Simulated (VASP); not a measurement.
# Li3Nd (Fm-3m) in VASP: reference runs, part 2 of 2

VASP 6.6.1. Earlier steps stand in the parts before.

## (3) Single point, PBE, collinear spin, ferromagnetic start (atoms moved at random, drawn with an rms of 0.05 Å)

INCAR

```
SYSTEM = Li3Nd
ALGO = Normal ; EDIFF = 1E-7
ENCUT = 520 ; GGA = PE
ISIF = 2 ; ISMEAR = -1
ISPIN = 2 ; LASPH = .TRUE.
LCHARG = .TRUE. ; LELF = .TRUE.
LMAXMIX = 6 ; LORBIT = 11
LREAL = .FALSE. ; LVHAR = .TRUE.
LWAVE = .FALSE. ; MAGMOM = 3 0 0 0
NBANDS = 24 ; NELM = 120
PREC = Accurate ; SIGMA = 0.05
```

KPOINTS

```
k-points
0
G
  6 6 6
  0 0 0
```

POSCAR

```
Li3Nd
1.0
    0.0000000000      3.6669570000      3.6669570000
    3.6669570000      0.0000000000      3.6669570000
    3.6669570000      3.6669570000      0.0000000000
Nd Li
1 3
Direct
    0.0070280000     -0.0006380000     -0.0118960000
    0.4847390000      0.5010240000      0.5051070000
    0.7530970000      0.7465750000      0.7609640000
    0.2569700000      0.2403510000      0.2485190000
```

Potentials or basis: VASP PAW PBE potentials, release 64 (Nd, Li_sv).

Run with:

```sh
> cat potpaw_PBE.64/Nd/POTCAR potpaw_PBE.64/Li_sv/POTCAR > POTCAR
> mpirun -np 1 vasp_std > vasp.out
```

OUTCAR:

```text
SYSTEM = Li3Nd
   EDIFF = 1E-7
   ENCUT = 520
   GGA = PE
   ISIF = 2
   ISMEAR = -1
   ISPIN = 2
   LASPH = .TRUE.
   LORBIT = 11
   LREAL = .FALSE.
   NELM = 120
   PREC = Accurate

 ion  position               nearest neighbor table
   1  0.007  0.999  0.988-
   2  0.485  0.501  0.505-
   3  0.753  0.747  0.761-
   4  0.257  0.240  0.249-

  LATTYP: Found a face centered cubic cell.
 ALAT       =     7.3339140000

  Lattice vectors:

 A1 = (   0.0000000000,   3.6669570000,   3.6669570000)
 A2 = (   3.6669570000,   0.0000000000,   3.6669570000)
 A3 = (   3.6669570000,   3.6669570000,   0.0000000000)

Analysis of symmetry for initial positions (statically):
=====================================================================
 Subroutine PRICEL returns:
 Original cell was already a primitive cell.

 Routine SETGRP: Setting up the symmetry group for a
 face centered cubic supercell.

 Subroutine GETGRP returns: Found  1 space group operations
 (whereof  1 operations were pure point group operations)
 out of a pool of 48 trial point group operations.

The static configuration has the point symmetry C_1 .

Analysis of symmetry for dynamics (positions and initial velocities):
=====================================================================
 Subroutine PRICEL returns:
 Original cell was already a primitive cell.

 Routine SETGRP: Setting up the symmetry group for a
 face centered cubic supercell.

 Subroutine GETGRP returns: Found  1 space group operations
 (whereof  1 operations were pure point group operations)
 out of a pool of 48 trial point group operations.

The dynamic configuration has the point symmetry C_1 .

Analysis of structural, dynamic, and magnetic symmetry:
=====================================================================
 Subroutine PRICEL returns:
 Original cell was already a primitive cell.

 Routine SETGRP: Setting up the symmetry group for a
 face centered cubic supercell.

 Subroutine GETGRP returns: Found  1 space group operations
 (whereof  1 operations were pure point group operations)
 out of a pool of 48 trial point group operations.

The overall configuration has the point symmetry C_1 .

 Subroutine INISYM returns: Found  1 space group operations
 (whereof  1 operations are pure point group operations),
 and found     1 'primitive' translations

----------------------------------------------------------------------------------------

                                     Primitive cell

  volume of cell :      98.6160

  direct lattice vectors                    reciprocal lattice vectors
     0.000000000  3.666957000  3.666957000    -0.136352840  0.136352840  0.136352840
     3.666957000  0.000000000  3.666957000     0.136352840 -0.136352840  0.136352840
     3.666957000  3.666957000  0.000000000     0.136352840  0.136352840 -0.136352840

  length of vectors
     5.185860322  5.185860322  5.185860322     0.236170046  0.236170046  0.236170046

  position of ions in fractional coordinates (direct lattice)
     0.007028000  0.999362000  0.988104000
     0.484739000  0.501024000  0.505107000
     0.753097000  0.746575000  0.760964000
     0.256970000  0.240351000  0.248519000

  ion indices of the primitive-cell ions
   primitive index   ion index
                 1           1
[... 77 lines left out ...]
   EDIFFG = 0.1E-05   stopping-criterion for IOM
   NSW    =      0    number of steps for IOM
   IBRION =     -1    ionic relax: 0-MD 1-quasi-New 2-CG
   NFREE  =      0    steps in history (QN), initial steepest desc. (CG)
   ISIF   =      2    stress and relaxation
   ISYM   =      2    0-nonsym 1-usesym 2-fastsym
   POTIM  = 0.5000    time-step for ionic-motion
   TEBEG  =    0.0;   TEEND  =   0.0 temperature during run
   PSTRESS=    0.0 pullay stress
   NELECT =      23.0000    total number of electrons
   NUPDOWN=      -1.0000    fix difference up-down
   EMIN   =  10.00;   EMAX   =-10.00  energy-range for DOS
   EFERMI =   0.00;   METHOD = LEGACY
   ISMEAR =    -1;   SIGMA  =   0.05  broadening in eV -4-tet -1-fermi 0-gaus
   EFERMI_NEDOS =   21; number of points for ismear=-14 and -15
   IALGO  =     38    algorithm
   IMIX   =      4    mixing-type and parameters
     AMIX     =   0.40;   BMIX     =  1.00
     AMIX_MAG =   1.60;   BMIX_MAG =  1.00
  volume/ion in A,a.u.               =      24.65       166.37
  Fermi-wavevector in a.u.,A,eV,Ry     =   1.007709  1.904293 13.816398  1.015477
  Thomas-Fermi vector in A             =   2.140530
   LORBIT       =     11    0 simple, 1 ext, 2 COOP (PROOUT), +10 PAW based schemes
   GGA     = PE    functional components
   LHFCALC =     F    Hartree Fock is set to
   AEXX    =    0.0000 exact exchange contribution
   IVDW    =     0    specifies the selected vdW correction
   LEPSILON=     F    determine dielectric tensor
   LRPA    =     F    only Hartree local field effects (RPA)
 spin polarized calculation
  energy-cutoff  :      520.00
  volume of cell :       98.62
 maximum number of plane-waves:      2685
 NGX is ok and might be reduce to    40
   NGX = 19   NGY = 19   NGZ = 19

 number of electron      23.0000003 magnetization       4.5711629

 Free energy of the ion-electron system (eV)
  ---------------------------------------------------
  ext. energy  EPLUGINS =         0.00000000
  ---------------------------------------------------
  free energy    TOTEN  =       -11.43317480 eV

  energy without entropy =      -11.33398027  energy(sigma->0) =      -11.38357754

 E-fermi :   1.8925     XC(G=0):  -7.9831

 val. band max:        1.8918370104   @ k =   0.3333   0.0000   0.1667
 cond. band min:       1.8949277240   @ k =   0.1667   0.5000   0.5000
 fundamental gap:      0.0030907136
 Fermi energy:         1.8924673289

 spin component 1

 k-point     1 :       0.0000    0.0000    0.0000
  band No.  band energies     occupation
      1     -44.3969      1.00000
      2     -44.3925      1.00000
      3     -44.0444      1.00000
      4     -35.7738      1.00000
      5     -17.0290      1.00000
      6     -17.0243      1.00000
[... 613 lines left out ...]
     22       5.4462      0.00000
     23       6.3297      0.00000

 [... further k-points ...]

 spin component 2

 k-point     1 :       0.0000    0.0000    0.0000
  band No.  band energies     occupation
      1     -44.3524      1.00000
      2     -44.3483      1.00000
      3     -44.0367      1.00000
      4     -34.0999      1.00000
      5     -15.7142      1.00000
      6     -15.7115      1.00000
[... 613 lines left out ...]
     22       6.1220      0.00000
     23       6.9202      0.00000

 [... further k-points ...]

 [bands above 23 left out]

------------------------ aborting loop because EDIFF is reached ----------------------------------------

  FORCE on cell =-STRESS in cart. coord.  units (eV):
  Direction    XX          YY          ZZ          XY          YZ          ZX
  --------------------------------------------------------------------------------------
  -------------------------------------------------------------------------------------
  Total        0.8248750      0.7991363      0.8351085      0.0205598      0.1359290      0.0625527
  in kB       13.4014343     12.9832666     13.5676947      0.3340278      2.2083873      1.0162694
  external PRESSURE =      13.3174652 kB  Pullay stress =       0.0000000 kB

 VOLUME and BASIS-vectors are now :
 -----------------------------------------------------------------------------
  energy-cutoff  :      520.00
  volume of cell :       98.62
      direct lattice vectors                 reciprocal lattice vectors
     0.000000000  3.666957000  3.666957000    -0.136352840  0.136352840  0.136352840
     3.666957000  0.000000000  3.666957000     0.136352840 -0.136352840  0.136352840
     3.666957000  3.666957000  0.000000000     0.136352840  0.136352840 -0.136352840

 POSITION                                       TOTAL-FORCE (eV/Angst)
 -----------------------------------------------------------------------------------
      7.28795      3.64911      3.69039         0.141226      0.121118     -0.107688
      3.68944      3.62972      3.61475        -0.066639      0.068848      0.080469
      5.52808      5.55200      5.49923        -0.072306     -0.111862      0.000545
      1.79267      1.85361      1.82365        -0.002281     -0.078104      0.026674
 -----------------------------------------------------------------------------------
    total drift:                                0.000023     -0.000050     -0.000259

  FREE ENERGIE OF THE ION-ELECTRON SYSTEM (eV)
  ---------------------------------------------------
  free  energy   TOTEN  =       -11.4331748010 eV

  energy  without entropy=      -11.3339802701  energy(sigma->0) =      -11.38357754

 total charge

# of ion       s       p       d       f       tot
--------------------------------------------------
    1        2.008   5.435   0.427   3.330  11.200
    2        2.034   0.042   0.000   0.000   2.076
    3        2.045   0.046   0.000   0.000   2.091
    4        2.045   0.046   0.000   0.000   2.091
--------------------------------------------------
tot          8.131   5.569   0.427   3.330  17.457

 magnetization (x)

# of ion       s       p       d       f       tot
--------------------------------------------------
    1       -0.010  -0.113   0.211   3.322   3.410
    2       -0.002   0.008   0.000   0.000   0.006
    3        0.007   0.013   0.000   0.000   0.020
    4        0.007   0.013   0.000   0.000   0.020
--------------------------------------------------
tot          0.002  -0.079   0.211   3.322   3.456
```

OSZICAR:

```text
N       E                     dE             d eps       ncg     rms          rms(c)
DAV:   1     0.170011700440E+03    0.17001E+03   -0.88636E+03 12640   0.156E+03
DAV:   2     0.206980466699E+02   -0.14931E+03   -0.13970E+03 17272   0.347E+02
DAV:   3    -0.630991453510E+01   -0.27008E+02   -0.26009E+02 19096   0.120E+02
[... 42 lines left out ...]
DAV:  46    -0.114331724576E+02   -0.24003E-05   -0.64956E-06 18728   0.196E-02    0.158E-02
DAV:  47    -0.114331740034E+02   -0.15458E-05   -0.54535E-06 18128   0.178E-02    0.148E-02
DAV:  48    -0.114331749303E+02   -0.92690E-06   -0.18637E-06 17704   0.112E-02    0.975E-03
DAV:  49    -0.114331747376E+02    0.19261E-06   -0.10545E-06 15024   0.971E-03    0.767E-03
DAV:  50    -0.114331748392E+02   -0.10155E-06   -0.66261E-08  8160   0.278E-03    0.752E-03
DAV:  51    -0.114331748010E+02    0.38231E-07   -0.72270E-07 14704   0.813E-03
   1 F= -.11433175E+02 E0= -.11383578E+02  d E =-.991945E-01  mag=     4.5715
```

stdout:

```text
POSCAR found type information on POSCAR NdLi
 POSCAR found :  2 types and       4 ions
 scaLAPACK will be used
 LDA part: xc-table for (Slater+PW92), standard interpolation
 POSCAR, INCAR and KPOINTS ok, starting setup
 FFT: planning ... GRIDC
 FFT: planning ... GRID_SOFT
 FFT: planning ... GRID
 WAVECAR not read
 entering main loop
```

Run time: 28 min. Hardware: 1 thread of Intel Xeon Platinum 8375C at 2.90GHz (Ice Lake), shared host; peak memory 0.6 GiB.

What came out:

- Free energy: -11.4332 eV
- Largest force: 0.215 eV/Å
- Band gap on the k mesh: none (metal or under the smearing width)
- Net moment: 4.57 μB per cell
- Site moments: Nd +3.41; Li +0.01, +0.02 μB
- Valence electrons inside the program's atomic spheres: Nd 11.20; Li 2.08, 2.09

Forces on the atoms (eV/Å):
```
Nd   0.141  0.121 -0.108
Li  -0.067  0.069  0.080
Li  -0.072 -0.112  0.001
Li  -0.002 -0.078  0.027
```

Caveat: the cutoff is under 1.25 times the usual one of these potentials, so pressure, stress and relaxed cells hold a basis-set (Pulay) error; the magnetic or orbital state may not be the lowest; spin-orbit coupling is left out, which moves the levels of the heavy elements; without U or exact exchange the open f shell lies at the Fermi level, which spoils levels, moments and volumes. The state reached can hang on the start; a lower one may exist.
